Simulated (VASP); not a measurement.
Method: LDA (Ceperley-Alder, Perdew-Zunger), VASP's LDA PAW potentials (set 64) (plane waves; VASP 6.6.1).

A VASP calculation is set up with these files.

**KPOINTS**
```
Automatic mesh
0
Gamma
6 6 8
0 0 0
```

INCAR:
```
ALGO=Normal
EDIFF=1E-7
ENCUT=520
ISIF=2
ISMEAR=-5
LASPH=.TRUE.
LCHARG=.TRUE.
LEFG=.TRUE.
LORBIT=11
LREAL=.FALSE.
LWAVE=.FALSE.
NEDOS=601
NELM=100
PREC=Accurate
SYSTEM=MgH2
```

**POSCAR**
```
MgH2
1.0
  4.4138159887   0.0000000000   0.0000000000
  0.0000000000   4.4138159887   0.0000000000
  0.0000000000   0.0000000000   2.9660816802
Mg H
2 4
direct
  0.0000000000   0.0000000000   0.0000000000
  0.5000000000   0.5000000000   0.5000000000
  0.3039460035   0.3039460035   0.0000000000
  0.8039460035   0.1960539965   0.5000000000
  0.1960539965   0.8039460035   0.5000000000
  0.6960539965   0.6960539965   0.0000000000
```

POTCAR, in this order: Mg H (LDA.64 set). Program: vasp_std.

Q: What will the output report for the number of irreducible k-points (NKPTS), largest plane-wave count, number of space-group operations, FFT grid (NGX, NGY, NGZ)?

A: 
number of irreducible k-points (NKPTS): 50
largest plane-wave count: 1580
number of space-group operations: 16
FFT grid (NGX, NGY, NGZ): 36 × 36 × 24

The compound is MgH2 in the rutile structure. It was relaxed first, which changed the volume by -6 %.
